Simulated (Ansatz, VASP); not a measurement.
# TiB2: VASP beside Ansatz, part 2 of 2

Aim: how closely do two programs agree when they are given the same cell, functional and k mesh? The cell is taken from a series of runs on this material, whose earlier steps may have relaxed, scaled, displaced or heated it; both programs get it as it stands.

VASP 6.6.1 and Ansatz 0.2.0.

So far: The structure; VASP: relaxation of cell and atoms, r2SCAN with rVV10.

**3. Ansatz: relaxation of cell and atoms, r2SCAN with rVV10**

Level of this step: Ansatz beside VASP: Kohn-Sham DFT, plane waves, r2SCAN with rVV10 (Ansatz).

Ansatz runs on its default PAW (the set named soft_2) files.

The same cell, functional, mesh and smearing now go to Ansatz.

The input, input.yaml:

```yaml
crystal:
  lattice:
    - [3.0292, 0.0, 0.0]
    - [-1.5146, 2.6233641531, 0.0]
    - [0.0, 0.0, 3.2284]
  atoms:
    - { symbol: Ti, position: [0.0, 0.0, 0.0] }
    - { symbol: B, position: [0.3333333333, 0.6666666667, 0.5] }
    - { symbol: B, position: [0.6666666667, 0.3333333333, 0.5] }
kpoints:
  mp_grid: { grid: [15, 15, 12] }
hamiltonian:
  xc: r2scan
  dispersion: rvv10
scf:
  occupations: { method: gaussian, width: 0.1 }
output:
  forces: true
  stress: true
  eigenvalues: true
basis:
  ecutwfc: 520.0
relax:
  adjacent_minimum: "off"
  f_tol: 0.005
  max_steps: 60
  cell: { stress_tol: 0.03 }
```

On the command line:

```console
ansatz run input.yaml --threads 4 --pin off --max-ram 8192MiB --backend cpu --events-out ev --progress --plain --runs-dir out
```

Numbers of over 12 decimals in the logs are rounded to 6 here.

The program printed:

```text
Engine: ansatz 0.2.0, aarch64-unknown-linux-gnu
Pseudopotentials: kind: paw
Pseudopotential: Ti, paw, valence charge 12, recommended cutoff 500 eV (meta_gga), Ti.paw.azcp
Pseudopotential: B, paw, valence charge 3, recommended cutoff 500 eV (meta_gga), B.paw.azcp
Functional definition: r2SCAN+rVV10
  parameter k0 = 0.174
  parameter k1 = 0.065
  parameter a1 = 4.9479
  exchange = r2scan_x(k0 = k0, k1 = k1, a1 = a1)
  correlation = r2scan_c + rvv10(11.95, 0.0093)
Crystal: 3 atoms, lattice volume = 25.655 Å³
Basis set: ecut = 520 eV, 721 PW (Γ), exchange–correlation on 108×108×108 points (64 copies of the dense FFT grid, shifted against one another)
Bands: 13, of which v1, the nominal top of the filled ones, is band 9 counted from 1 (8 counted from 0)
Symmetry: 24 space group operations
Space group: P6/mmm (ITA 191), of the structure as read, at distance tolerance 2.9e-5 Å
k-points: 189 of 2700
Non-local potential: Ti, projectors of the file, l = 0: 3, l = 1: 2, l = 2: 3, l = 3: 1
Non-local potential: B, projectors of the file, l = 0: 2, l = 1: 2, l = 2: 1
PAW form: soft (Blöchl's): semilocal exchange-correlation on the pseudo side does not see the compensation charge
rVV10 density: all electrons in the spheres
PAW frozen core: Ti, regenerated for the run's functional (the file was generated under x = pbe(κ = 0.804, μ = 0.219515), c = pbe(β = 0.066725))
PAW frozen core: B, regenerated for the run's functional (the file was generated under x = pbe(κ = 0.804, μ = 0.219515), c = pbe(β = 0.066725))
PAW one-centre angular grid: Ti, 590 points (default); XC on 160 Gauss nodes
PAW one-centre angular grid: B, 302 points (default); XC on 160 Gauss nodes
Initial density: superposition of atomic densities (neutral atoms: chi_scale 0, normalization atom), corrected by the library's trained network
Initial wavefunctions: pseudopotential atomic-orbital guess
Functional: x = r2scan, c = r2scan + rvv10(b = 11.95, C = 0.0093); τ floored in thin density (d = 2e-4 eV/Å³)
SCF iter   1: F=—  HF=-2819.885890 eV  |F-HF|=—  |Δ(HF+E_count)|=         —  Δρ=1.46e-2  dr2=5.29e-2  dr2_τ=2.92e-1  ethr=1.77e-3  ⟨swp⟩=4.8  Hψ=11915  notcnv=0
preconditioner: auto → none  [metal: Δε(μ)=0.078 eV  Ē_g=8.789 eV  σ=0.100 eV  W_gap=0.37  n_scr=8 (ndim 8)  ℏωp=23.2 eV  f_vac=0.000  D(μ)=0.34/eV (n_scr^D=0)  sad-step TF]
SCF iter   2: F=—  HF=-2819.945557 eV  |F-HF|=—  |Δ(HF+E_count)|=   5.97e-2  Δρ=4.73e-3  dr2=3.41e-3  dr2_τ=7.09e-4  ethr=2.94e-4  ⟨swp⟩=2.1  Hψ=5856  notcnv=0
SCF iter   3: F=—  HF=-2819.945975 eV  |F-HF|=—  |Δ(HF+E_count)|=   4.18e-4  Δρ=1.83e-3  dr2=3.89e-4  dr2_τ=3.65e-5  ethr=1.89e-5  ⟨swp⟩=3.0  Hψ=4101  notcnv=0
SCF iter   4: F=—  HF=-2819.946310 eV  |F-HF|=—  |Δ(HF+E_count)|=   3.35e-4  Δρ=5.18e-4  dr2=7.59e-5  dr2_τ=6.55e-6  ethr=2.16e-6  ⟨swp⟩=3.0  Hψ=4032  notcnv=0
SCF iter   5: F=—  HF=-2819.946309 eV  |F-HF|=—  |Δ(HF+E_count)|=   1.33e-6  Δρ=1.10e-4  dr2=1.50e-6  dr2_τ=1.30e-7  ethr=4.22e-7  ⟨swp⟩=2.3  Hψ=3334  notcnv=0
SCF iter   6: F=-2819.946311 eV  HF=-2819.946311 eV  |F-HF|=2.48e-9  |Δ(HF+E_count)|=   2.10e-6  Δρ=2.45e-5  dr2=8.68e-8  dr2_τ=4.64e-9  ethr=5.56e-10  ⟨swp⟩=3.0  Hψ=10455  notcnv=0
SCF 1 converged in 6 iterations: F = -2819.946311 eV  dr2 = 8.68e-8
  greatest PAW one-centre occupation: 1.002 electrons in one spin orbital (limit 2), on the Ti atom at site 0 (counted from 0), in its partial waves of l = 1
relax step   1: F+E_penalty+E_count = -2819.94631114 eV  Δ(F+E_penalty+E_count) = +0.000e0 eV  max|allowed force component| = 4.688e-16 eV/Å  Δτ_max = 0.0000 Å  P = -2.139 GPa  Ω = 25.655 Å³  (6 SCF iters, dr2 threshold 1.00e-7 eV, accepted)
[...]
relax step   2: F+E_penalty+E_count = -2819.94775985 eV  Δ(F+E_penalty+E_count) = -1.449e-3 eV  max|allowed force component| = 4.256e-16 eV/Å  Δτ_max = 0.0000 Å  P = -0.451 GPa  Ω = 25.481 Å³  energy of the carried Pulay correction = +5.982e-5 eV  (5 SCF iters, dr2 threshold 3.00e-7 eV, accepted)
[...]
relax step   3: F+E_penalty+E_count = -2819.94784373 eV  Δ(F+E_penalty+E_count) = -8.388e-5 eV  max|allowed force component| = 5.798e-16 eV/Å  Δτ_max = 0.0000 Å  P = +0.055 GPa  Ω = 25.437 Å³  energy of the carried Pulay correction = +7.491e-5 eV  (4 SCF iters, dr2 threshold 3.00e-7 eV, accepted)
[...]
relax step   4: F+E_penalty+E_count = -2819.94784905 eV  Δ(F+E_penalty+E_count) = -5.317e-6 eV  max|allowed force component| = 1.542e-16 eV/Å  Δτ_max = 0.0000 Å  P = +0.001 GPa  Ω = 25.440 Å³  energy of the carried Pulay correction = +7.387e-5 eV  (4 SCF iters, dr2 threshold 4.19e-8 eV, accepted)
[...]
relax step   5: F+E_penalty+E_count = -2819.94778022 eV  Δ(F+E_penalty+E_count) = +6.883e-5 eV  max|allowed force component| = 1.480e-16 eV/Å  Δτ_max = 0.0000 Å  P = -0.002 GPa  Ω = 25.440 Å³  stress off target by 5.33e-3 GPa  SCF on the basis re-selected at this cell (its energy is not comparable with the rows above)  (5 SCF iters)
basis re-selected at this cell: Δ(F+E_penalty+E_count) = +6.883e-5 eV, ΔP = -0.003 GPa vs the last step (what re-selecting the basis moved, of the pressure what is left beyond the Pulay correction that the steps carried, after the strain that the cell walked since its last selection, with what the two solves' SCF thresholds leave and, on support functions, any second-order correction that the steps lacked; it is no m [...]
SCF converged after 5 iterations
Free energy (F): -2819.947780 eV
Harris-Foulkes:  -2819.947780 eV  (|F-HF|=1.18e-11)
Internal energy: -2819.945964 eV  (E = F + TS)
E sigma→0 (E₀):  -2819.946872 eV
Entropy (-TS):   -0.001816 eV (-0.605 meV/atom)
Fermi energy:    15.454265 eV
--- Per-component energies (eV) ---
  E_band       = -106.714740
  E_kinetic    = 376.459022
  E_local      = -778.865823  (includes V_loc(G=0)·N_el)
  E_nonlocal   = 27.616623
  E_hartree    = 330.289333
  E_xc         = -158.282628
  E_vxc        = -220.077082  (∫ρ·V_xc dr)
  E_paw        = -1216.762935  (= ΣΔE_a)
  E_vpaw       = -185.572973  (= ΣTr[D̂ρ^β])
  E_aug_tail   = 0.000025  (compensation charges beyond the density's cutoff)
  E_vtau       = 13.146817  (kinetic-family band-sum trace: ∫τ·v_τ [+ j·A + Jᵃ·Aᵃ] dr)
  E_ewald      = -1400.109241
  E_core_change = -0.290341  (= ΣΔE_core)
  E_smearing   = -0.001816  (= −TS)
  E_closure    = -0.000000  (closes the sum)
  Σ components = -2819.947780   (vs F -2819.947780, Δ=0.00e0)
--- Forces (eV/Å), atoms counted from 1 ---
  atom   1  Ti    -0.00000000     0.00000000     0.00000000
  atom   2  B      0.00000000    -0.00000000    -0.00000000
  atom   3  B     -0.00000000     0.00000000     0.00000000
  max |Σ_I F_I| component: 5.55e-17 eV/Å
--- Stress (GPa, compression-positive) ---
       -0.005327       0.000000       0.000000
        0.000000      -0.005327      -0.000000
        0.000000      -0.000000       0.003422
  P = ⅓ Tr σ = -0.0024 GPa (-0.024 kbar)
--- Band table (eV; the first three rows and the last of 189) ---
  k-point 0: bands = [... 5 lower, 12.6272, 12.6272, 12.8505, 13.2040, 17.4485, 17.4485, 19.3334, 19.3334]
  k-point 1: bands = [... 5 lower, 11.8468, 12.7051, 12.7051, 14.1068, 17.1896, 17.1896, 19.1603, 19.1603]
  k-point 2: bands = [... 5 lower, 10.6355, 12.9365, 12.9365, 15.0482, 16.6337, 16.6337, 18.6775, 18.6775]
  k-point 188: bands = [... 5 lower, 6.1545, 9.2656, 11.9445, 11.9445, 18.1099, 19.8830, 19.8830, 20.1473]
--- Relaxed structure (4 steps of the walk, 4 accepted, 1 SCFs on fresh bases) ---
  F+E_penalty+E_count = -2819.94778022 eV   max|allowed force component| = 1.480e-16 eV/Å   (the final SCF, on the basis selected at the relaxed cell)
  cell:  # Å, volume = 25.4400 Å³
    - [3.022431, 0, 0]
    - [-1.511216, 2.617502, 0]
    - [0, 0, 3.215684]
  atoms:
    - { symbol: Ti, position: [0, 0, 0] }
    - { symbol: B, position: [0.333333, 0.666667, 0.5] }
    - { symbol: B, position: [0.666667, 0.333333, 0.5] }
```

The column dr2 measures how far the density is from self-consistency, as an energy; F and HF (Harris–Foulkes) agree once it is small.

**4. Differences**

Known differences besides the potentials themselves: VASP keeps PBE cores, Ansatz makes them for the functional; the cutoff is 520 eV in Ansatz and 550 eV in VASP; Ansatz adds a Pulay correction to the stress that steers its cell, VASP none; in our runs with r2SCAN, forces from VASP's data set Ti_sv part from Ansatz's all-electron ones, so neither program is the reference here. Total energies have different zeros and are not compared.

Compared:

| quantity | Ansatz | VASP | difference |
| --- | --- | --- | --- |
| volume (Å³) | 25.44 | 25.53 | -0.37 % |
| edge a after relaxation, in the typed setting (Å) | 3.022 | 3.025 | -0.10 % |
| edge c after relaxation, in the typed setting (Å) | 3.216 | 3.221 | -0.18 % |

**5. What came out**

```
difference in volume (relaxation of cell and atoms, r2SCAN with rVV10) : -0.37 %
```

In words: The difference in volume is -0.37 % (relaxation of cell and atoms, r2SCAN with rVV10), within the 1.2 % picked in this series as the mark of a large difference, as far as the stopping tolerances let one tell. Such differences can come from data sets, numerical settings and the points named under the comparisons, not from the functional's error against experiment.

[Lines on the potential files, build, host, timing and source positions are cut from VASP's logs without a mark.]

[Logs are printed without paths, hosts, clocks, repeated set-up lines and the standing remarks that a program may print on its own settings, such as how far it seeks lower states.]

[Hosts, paths, dates, database ids (printed as entryN), source tags and the programs' standing remarks are cut or masked in the printed files.]
